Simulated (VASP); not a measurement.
# ZnHgO2 (P4/mmm) in VASP: further runs, part 2 of 2

VASP 6.6.1.

## Step 4: Relaxation of cell and atoms, RPBE+D3

INCAR

```
ALGO = Normal
EDIFF = 1E-6
EDIFFG = -0.02
ENCUT = 600
GGA = RP
IBRION = 2
ISIF = 3
ISMEAR = -1
IVDW = 11
LASPH = True
LCHARG = False
LREAL = False
LWAVE = False
NELM = 100
NSW = 40
PREC = Accurate
SIGMA = 0.05
```

KPOINTS

```
k-points
0
Gamma
  5 5 6
```

POSCAR

```
ZnHgO2
1.0
    4.0092200000      0.0000000000      0.0000000000
    0.0000000000      4.0092200000      0.0000000000
    0.0000000000      0.0000000000      3.3045900000
Zn Hg O
1 1 2
Direct
    0.0000000000      0.0000000000      0.0000000000
    0.5000000000      0.5000000000      0.5000000000
    0.5000000000      0.0000000000      0.0000000000
    0.0000000000      0.5000000000      0.0000000000
```

Potentials or basis: VASP PAW PBE potentials, release 64 (Zn, Hg, O).

Run with:

```console
cat potpaw_PBE.64/Zn/POTCAR potpaw_PBE.64/Hg/POTCAR potpaw_PBE.64/O/POTCAR > POTCAR
mpirun -np 1 vasp_std > vasp.out
```

OUTCAR:

```text
EDIFF = 1E-6
   EDIFFG = -0.02
   ENCUT = 600
   GGA = RP
   IBRION = 2
   ISIF = 3
   ISMEAR = -1
   IVDW = 11
   LASPH = True
   LREAL = False
   NELM = 100
   NSW = 40
   PREC = Accurate
 IVDW          = 11

 ion  position               nearest neighbor table
   1  0.000  0.000  0.000-   3 2.00   4 2.00   4 2.00   3 2.00   2 3.28   2 3.28   2 3.28   2 3.28
                             2 3.28   2 3.28   2 3.28   2 3.28
   2  0.500  0.500  0.500-   3 2.60   4 2.60   3 2.60   4 2.60   3 2.60   3 2.60   4 2.60   4 2.60
                             1 3.28   1 3.28   1 3.28   1 3.28   1 3.28   1 3.28   1 3.28   1 3.28
   3  0.500  0.000  0.000-   1 2.00   1 2.00   2 2.60   2 2.60   2 2.60   2 2.60
   4  0.000  0.500  0.000-   1 2.00   1 2.00   2 2.60   2 2.60   2 2.60   2 2.60

  LATTYP: Found a simple tetragonal cell.
 ALAT       =     4.0092200000
 C/A-ratio  =     0.8242476093

  Lattice vectors:

 A1 = (   4.0092200000,   0.0000000000,   0.0000000000)
 A2 = (   0.0000000000,   4.0092200000,   0.0000000000)
[... 179 lines left out ...]

  energy without entropy =      -11.54894584  energy(sigma->0) =      -11.55393372

------------------------ aborting loop because EDIFF is reached ----------------------------------------

 Edisp (eV)   -1.72379

 E8    (eV) :    -0.4052
[... 201 lines left out ...]
--------------------------------------- Ionic step        6  -------------------------------------------

 number of electron      36.0000015 magnetization

 Free energy of the ion-electron system (eV)
  ---------------------------------------------------
  ext. energy  EPLUGINS =         0.00000000
  ---------------------------------------------------
  free energy    TOTEN  =       -11.58933810 eV

  energy without entropy =      -11.57933601  energy(sigma->0) =      -11.58433706

 E-fermi :   2.1558     XC(G=0): -10.8843

 val. band max:        2.1369235477   @ k =   0.4000   0.4000   0.5000
 cond. band min:       2.4670226435   @ k =   0.2000   0.2000   0.0000
 fundamental gap:      0.3300990958
 Fermi energy:         2.1557919534

 k-point     1 :       0.0000    0.0000    0.0000
  band No.  band energies     occupation
      1     -15.8877      2.00000
      2     -14.7565      2.00000
      3      -4.1980      2.00000
      4      -3.8019      2.00000
      5      -3.7726      2.00000
      6      -3.7024      2.00000
[... 624 lines left out ...]
  FREE ENERGIE OF THE ION-ELECTRON SYSTEM (eV)
  ---------------------------------------------------
  free  energy   TOTEN  =       -13.2979317503 eV

  energy  without entropy=      -13.2879296611  energy(sigma->0) =      -13.29293071

 reached required accuracy - stopping structural energy minimisation
```

OSZICAR:

```text
N       E                     dE             d eps       ncg     rms          rms(c)
DAV:   1     0.348589336263E+03    0.34859E+03   -0.20969E+04  1064   0.226E+03
[... 50 lines left out ...]
DAV:   1    -0.115949421345E+02   -0.56985E-02   -0.23351E-01  1056   0.475E+00    0.540E-01
DAV:   2    -0.115906331440E+02    0.43090E-02   -0.11028E-02  1252   0.285E+00    0.247E-01
DAV:   3    -0.115895901044E+02    0.10430E-02   -0.16077E-03  1202   0.757E-01    0.155E-01
DAV:   4    -0.115893555034E+02    0.23460E-03   -0.32866E-04  1168   0.215E-01    0.682E-02
DAV:   5    -0.115893365265E+02    0.18977E-04   -0.65077E-05  1328   0.144E-01    0.122E-02
DAV:   6    -0.115893377216E+02   -0.11952E-05   -0.12617E-05  1086   0.385E-02    0.716E-03
DAV:   7    -0.115893380999E+02   -0.37826E-06   -0.54429E-07   564   0.163E-02
   6 F= -.13297932E+02 E0= -.13292931E+02  d E =-.152227E-02
```

It took 67 s on 1 thread of Intel Xeon Platinum 8375C at 2.90GHz (Ice Lake), shared host; peak memory 0.21 GiB.

What came out:

- Free energy: -13.2979 eV
- Relaxed volume: 13.67 Å³/atom
- Relaxed cell: a = 4.036 Å, b = 4.036 Å, c = 3.357 Å, α = 90.00°, β = 90.00°, γ = 90.00°
- Space group after relaxing (to 0.05 Å): P4/mmm (No. 123)
- Energy gained by relaxing: 3.8 meV/atom
- Ionic steps: 6
- Pressure after relaxing: 0.1 GPa
- Band gap on the k mesh: none (metal or under the smearing width)
- Dispersion energy per atom: -0.427 eV

The path:
```csv
step,energy change (eV),largest force (eV/Å),pressure (GPa),volume (Å³)
1,0.0000,0.0000,3.23,53.12
2,-0.0106,0.0000,-1.41,55.20
3,-0.0137,0.0000,-0.01,54.51
4,-0.0137,0.0000,0.18,54.48
5,-0.0147,0.0000,0.09,54.57
6,-0.0152,0.0000,0.09,54.68
```

Final structure:
```
Zn Hg O
1.0
     4.03626    0.00000    0.00000
     0.00000    4.03626    0.00000
     0.00000    0.00000    3.35658
Zn Hg O
1 1 2
Direct
  0.00000 0.00000 0.00000
  0.50000 0.50000 0.50000
  0.50000 0.00000 0.00000
  0.00000 0.50000 0.00000
```

Caveat: the PAW data sets were made with another functional, which shifts forces and pressure a little; pairwise dispersion overbinds metals, which lowers pressure and volume. Spin-orbit coupling is left out, which matters for the levels of Hg.

## Step 5: Relaxation of cell and atoms, RPBE+D3(BJ)

Edit INCAR of step 4 so:

```diff
@@ -8,3 +8,3 @@
 ISMEAR = -1
-IVDW = 11
+IVDW = 12
 LASPH = True
```

KPOINTS is that of step 4.

POSCAR is that of step 4.

Run with:

```console
cat potpaw_PBE.64/Zn/POTCAR potpaw_PBE.64/Hg/POTCAR potpaw_PBE.64/O/POTCAR > POTCAR
mpirun -np 1 vasp_std > vasp.out
```

Wall time 1.7 min (1 thread of Intel Xeon Platinum 8375C at 2.90GHz (Ice Lake), shared host); peak memory 0.22 GiB.

It converged, with:

```yaml
Free_energy: -15.9095 eV
Relaxed_volume: 11.77 Å³/atom
Relaxed_cell: a = 3.945 Å, b = 3.945 Å, c = 3.026 Å, α = 90.00°, β = 90.00°, γ = 90.00°
Space_group_after_relaxing_to_0.05_Å: P4/mmm (No. 123)
Energy_gained_by_relaxing: 72.6 meV/atom
Ionic_steps: 8
Pressure_after_relaxing: 0.0 GPa
Band_gap_on_the_k_mesh: none (metal or under the smearing width)
Dispersion_energy_per_atom: -1.203 eV
```

Stress tensor (GPa, compression positive):
```
-0.07  0.00  0.00
 0.00 -0.07  0.00
 0.00  0.00  0.06
```

Step by step:
```tsv
step	energy change (eV)	largest force (eV/Å)	pressure (GPa)	volume (Å³)
1	0.0000	0.0000	-12.34	53.12
2	-0.1768	0.0000	9.02	45.63
3	-0.2302	0.0000	0.51	47.83
4	-0.2794	0.0000	0.51	47.31
5	-0.2902	0.0000	0.62	46.92
6	-0.2902	0.0000	0.67	46.90
7	-0.2902	0.0000	-0.68	47.27
8	-0.2906	0.0000	-0.03	47.08
```

Final structure:
```xyz
4
Lattice="3.9446 0.0000 0.0000 0.0000 3.9446 0.0000 0.0000 0.0000 3.0261" Properties=species:S:1:pos:R:3 pbc="T T T"
Zn    0.0000    3.9446    0.0000
Hg    1.9723    1.9723    1.5130
O     1.9723    0.0000    0.0000
O     0.0000    1.9723    0.0000
```

Levels at points of the mesh, in eV from the Fermi level:
```tsv
k point	band 16	band 17	band 18	band 19	band 20	band 21
(0.00, 0.00, 0.00)	-2.17	-2.17	-1.91	-1.39	2.17	9.56
(0.00, 0.00, 0.50)	-1.00	-0.42	-0.42	4.16	4.27	5.82
```

Caveat: the PAW data sets were made with another functional, which shifts forces and pressure a little; pairwise dispersion overbinds metals, which lowers pressure and volume.

## Step 6: The reference run

An earlier run on the cell as given: functional PBE; potentials or basis VASP PAW PBE potentials, release 64 (Zn, Hg, O); cutoff 520 eV; k mesh 7 × 7 × 8; occupations fermi-dirac, width 0.05 eV; no spin polarisation.

* Pressure: 0.8 GPa
* Band gap on the k mesh: none (metal or under the smearing width)

## Step 7: The runs side by side

| task | level | cell | k mesh | cutoff (eV) | gap on the mesh (eV) | pressure (GPa) | relaxed volume (Å³/atom) |
| --- | --- | --- | --- | --- | --- | --- | --- |
| relaxation of cell and atoms | RPBE | relaxed | 5 × 5 × 6 | 600 | none | 0.0 | 13.91 |
| relaxation of cell and atoms | RPBE+D3 | relaxed | 5 × 5 × 6 | 600 | none | 0.1 | 13.67 |
| relaxation of cell and atoms | RPBE+D3(BJ) | relaxed | 5 × 5 × 6 | 600 | none | 0.0 | 11.77 |
| single point | PBE | as given | 7 × 7 × 8 | 520 | none | 0.8 | - |

Alike in all rows: potentials or basis VASP PAW PBE potentials, release 64 (Zn, Hg, O); no spin polarisation; smearing fermi-dirac 0.05 eV.

Caveats: the PAW data sets were made with another functional, which shifts forces and pressure a little (some runs); pairwise dispersion overbinds metals, which lowers pressure and volume (some runs).

Absolute energies hang on the potentials; compare differences alone.
